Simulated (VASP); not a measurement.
Calculation: r2SCAN meta-GGA, VASP's PBE PAW potentials (set 64) (plane waves; VASP 6.6.1).

Input for VASP

KPOINTS:
```
Automatic mesh
0
Gamma
10 10 10
```

### INCAR
```
METAGGA = R2SCAN
NSW = 60   ! most ionic steps
LREAL = .FALSE.   ! projection in real space or not
EDIFFG = -0.01   ! ionic stop
LMAXMIX = 4   ! l cut-off of mixed one-centre charges
ISIF = 3
LMIXTAU = .TRUE.
NELM = 100   ! most electronic steps
ENCUT = 400
EDIFF = 1E-6   ! SCF stop (eV)
ALGO = Normal   ! blocked Davidson
ISMEAR = 1
LWAVE = .FALSE.
PREC = Accurate
LASPH = .TRUE.
SYSTEM = PdIn
SIGMA = 0.1
LCHARG = .FALSE.
IBRION = 2
```

**POSCAR**
```
PdIn
1
    3.2500000000     0.0000000000     0.0000000000
    0.0000000000     3.2500000000     0.0000000000
    0.0000000000     0.0000000000     3.2500000000
In Pd
1 1
Direct
  0.5000000000   0.5000000000   0.5000000000
  0.0000000000   0.0000000000   0.0000000000
```

POTCAR, in this order: In_d Pd (PBE.64 set). Program: vasp_std.

Output of the run:

File OSZICAR:
```
       N       E                     dE             d eps       ncg     rms          rms(c)
DAV:   1     0.108087861088E+03    0.10809E+03   -0.99748E+03  1701   0.171E+03
DAV:   2    -0.447447706733E+02   -0.15283E+03   -0.14905E+03  1750   0.382E+02
DAV:   3    -0.519319684980E+02   -0.71872E+01   -0.71573E+01  2163   0.903E+01
DAV:   4    -0.520598637678E+02   -0.12790E+00   -0.12787E+00  2092   0.114E+01
DAV:   5    -0.520655700138E+02   -0.57062E-02   -0.57062E-02  2497   0.205E+00    0.913E+00
DAV:   6    -0.467141158466E+02    0.53515E+01   -0.48657E+00  1834   0.361E+01    0.403E+00
DAV:   7    -0.465927029827E+02    0.12141E+00   -0.53163E-01  1785   0.943E+00    0.261E+00
DAV:   8    -0.466183707206E+02   -0.25668E-01   -0.14481E-01  1869   0.337E+00    0.137E+00
DAV:   9    -0.466191532384E+02   -0.78252E-03   -0.82127E-02  1750   0.332E+00    0.322E-01
DAV:  10    -0.466307604812E+02   -0.11607E-01   -0.27039E-02  1806   0.206E+00    0.233E-01
DAV:  11    -0.466280446209E+02    0.27159E-02   -0.10482E-02  1708   0.114E+00    0.283E-01
DAV:  12    -0.466322100961E+02   -0.41655E-02   -0.34256E-03  1785   0.621E-01    0.663E-02
DAV:  13    -0.466322273242E+02   -0.17228E-04   -0.50757E-05  2376   0.638E-02    0.802E-02
DAV:  14    -0.466323272536E+02   -0.99929E-04   -0.46615E-04  1813   0.268E-01    0.158E-01
DAV:  15    -0.466323365414E+02   -0.92878E-05   -0.87173E-06  2050   0.261E-02    0.156E-01
DAV:  16    -0.466322932732E+02    0.43268E-04   -0.80786E-06  1904   0.341E-02    0.182E-01
DAV:  17    -0.466323159800E+02   -0.22707E-04   -0.63150E-06  1757   0.287E-02    0.676E-02
DAV:  18    -0.466324006212E+02   -0.84641E-04   -0.76379E-05  1806   0.107E-01    0.595E-02
DAV:  19    -0.466324021366E+02   -0.15154E-05   -0.52560E-06  1890   0.245E-02    0.527E-02
DAV:  20    -0.466324040095E+02   -0.18729E-05   -0.21129E-06  1485   0.174E-02    0.128E-02
DAV:  21    -0.466324041129E+02   -0.10347E-06   -0.19448E-07   889   0.486E-03
   1 F= -.46632404E+02 E0= -.46631739E+02  d E =-.466324E+02
       N       E                     dE             d eps       ncg     rms          rms(c)
DAV:   1    -0.471722573640E+02   -0.53985E+00   -0.11956E+01  1778   0.645E+01    0.511E+00
DAV:   2    -0.466724062639E+02    0.49985E+00   -0.22138E+00  1743   0.198E+01    0.184E+00
DAV:   3    -0.466417560537E+02    0.30650E-01   -0.18515E-01  2158   0.705E+00    0.839E-01
DAV:   4    -0.466290478917E+02    0.12708E-01   -0.49075E-02  2516   0.376E+00    0.859E-01
DAV:   5    -0.466303190530E+02   -0.12712E-02   -0.15412E-03  1722   0.401E-01    0.739E-01
DAV:   6    -0.466256533757E+02    0.46657E-02   -0.37845E-03  1862   0.500E-01    0.926E-02
DAV:   7    -0.466296167172E+02   -0.39633E-02   -0.67463E-03  1785   0.675E-01    0.567E-02
DAV:   8    -0.466301238613E+02   -0.50714E-03   -0.33903E-04  1743   0.165E-01    0.769E-02
DAV:   9    -0.466301365270E+02   -0.12666E-04   -0.39822E-05  1929   0.579E-02    0.369E-02
DAV:  10    -0.466301697809E+02   -0.33254E-04   -0.59617E-05  1827   0.855E-02    0.258E-02
DAV:  11    -0.466301765346E+02   -0.67537E-05   -0.67122E-06  1764   0.316E-02    0.918E-03
DAV:  12    -0.466301775631E+02   -0.10285E-05   -0.31253E-07   959   0.576E-03    0.717E-03
DAV:  13    -0.466301776798E+02   -0.11665E-06   -0.13296E-07   882   0.415E-03
   2 F= -.46630178E+02 E0= -.46629588E+02  d E =0.222643E-02
       N       E                     dE             d eps       ncg     rms          rms(c)
DAV:   1    -0.468025184026E+02   -0.17234E+00   -0.34289E+00  1778   0.322E+01    0.302E+00
DAV:   2    -0.466513179430E+02    0.15120E+00   -0.71491E-01  1708   0.113E+01    0.929E-01
DAV:   3    -0.466412652626E+02    0.10053E-01   -0.62796E-02  2151   0.415E+00    0.407E-01
DAV:   4    -0.466379760736E+02    0.32892E-02   -0.12549E-02  2517   0.192E+00    0.513E-01
DAV:   5    -0.466375805195E+02    0.39555E-03   -0.32156E-04  1813   0.179E-01    0.605E-01
DAV:   6    -0.466383400255E+02   -0.75951E-03   -0.20929E-03  1827   0.305E-01    0.993E-02
DAV:   7    -0.466383396539E+02    0.37165E-06   -0.49510E-05  1928   0.585E-02    0.105E-01
DAV:   8    -0.466382555620E+02    0.84092E-04   -0.64696E-05  1869   0.711E-02    0.601E-02
DAV:   9    -0.466383029033E+02   -0.47341E-04   -0.11841E-04  2016   0.136E-01    0.831E-02
DAV:  10    -0.466383124570E+02   -0.95537E-05   -0.10348E-05  1946   0.396E-02    0.450E-02
DAV:  11    -0.466383131635E+02   -0.70645E-06   -0.92093E-07   910   0.108E-02
   3 F= -.46638313E+02 E0= -.46637665E+02  d E =-.590905E-02
```

### OUTCAR
```
------------------------ aborting loop because EDIFF is reached ----------------------------------------
  FORCE on cell =-STRESS in cart. coord.  units (eV):
  Direction    XX          YY          ZZ          XY          YZ          ZX
  --------------------------------------------------------------------------------------
  Total        0.0023846      0.0023846      0.0023846     -0.0000000     -0.0000000      0.0000000
  in kB        0.1091104      0.1091104      0.1091104     -0.0000000     -0.0000000      0.0000000
  external PRESSURE =       0.1091104 kB  Pullay stress =       0.0000000 kB
  volume of cell :       35.02
      direct lattice vectors                 reciprocal lattice vectors
     3.271545133 -0.000000000  0.000000000     0.305665965  0.000000000  0.000000000
    -0.000000000  3.271545133  0.000000000     0.000000000  0.305665965  0.000000000
    -0.000000000 -0.000000000  3.271545133    -0.000000000 -0.000000000  0.305665965
 POSITION                                       TOTAL-FORCE (eV/Angst)
 -----------------------------------------------------------------------------------
      1.63577      1.63577      1.63577        -0.000000     -0.000000      0.000000
      0.00000      0.00000      0.00000         0.000000      0.000000      0.000000
 -----------------------------------------------------------------------------------
    total drift:                                0.000000      0.000000     -0.000000
  FREE ENERGIE OF THE ION-ELECTRON SYSTEM (eV)
  ---------------------------------------------------
  free  energy   TOTEN  =       -46.6383131635 eV

  energy  without entropy=      -46.6363673784  energy(sigma->0) =      -46.63766457

 reached required accuracy - stopping structural energy minimisation
```
(Selected blocks of OUTCAR.)

CONTCAR:
```
PdIn
   1.00000000000000
     3.2715451327711920   -0.0000000000000000    0.0000000000000000
    -0.0000000000000000    3.2715451327711920    0.0000000000000000
    -0.0000000000000000   -0.0000000000000000    3.2715451327711920
  In              Pd
     1     1
Direct
     0.5000000000000000    0.5000000000000000    0.5000000000000000
     0.0000000000000000    0.0000000000000000    0.0000000000000000
```

Energy and stress use the plane-wave basis of the starting cell.

The compound is PdIn in the CsCl type structure. This run relaxes it. Symmetry was kept, so distortions that lower it aren't found. The electron count is odd and the run is not spin-polarised, which forces a metal.
